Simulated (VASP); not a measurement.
The cell holds one Pt (fcc) (111) slab, with vacuum along c, ions free to move until forces fall under 0.03 eV/Å, no reconstruction beyond this cell, dipole correction on.

Input:

```yaml
crystal:
  lattice:
    - [2.76856, 0.00000, 0.00000]
    - [-1.38428, 2.39764, 0.00000]
    - [0.00000, 0.00000, 24.02422]
  atoms:
    - { symbol: Pt, position: [0.00000, 0.00000, 0.35925] }
    - { symbol: Pt, position: [0.66667, 0.33333, 0.45343] }
    - { symbol: Pt, position: [0.33333, 0.66667, 0.54657] }
    - { symbol: Pt, position: [0.00000, 0.00000, 0.64075] }
```

Method: PBEsol GGA, VASP's PBE PAW potentials (set 64) (plane waves; VASP). Numerical set-up: 400 eV cut-off, 11×11×1 Γ-centred mesh, first-order Methfessel-Paxton smearing of 0.10 eV, potentials Pt.

Slab and bulk use different k-meshes, so the surface energy is good to a few per cent at best. Unless said otherwise, spin-orbit coupling is left out, though it shifts the bands of the heavy elements here.

Q: Predict its surface energy, work function, band gap (on the k-mesh).

A: 
```yaml
surface_energy: 1.82 J/m^2
work_function: 5.87 eV
band gap (on the k-mesh): none (metal, semimetal or under 0.01 eV)
```

Measured: work function 5.91 eV (computed value off by -0.04 eV), as given by Richard Tran et al., Surface Science (2019), arXiv:1902.07811.

The cell is a thin slab with vacuum, built from Pt (fcc): (111) face.
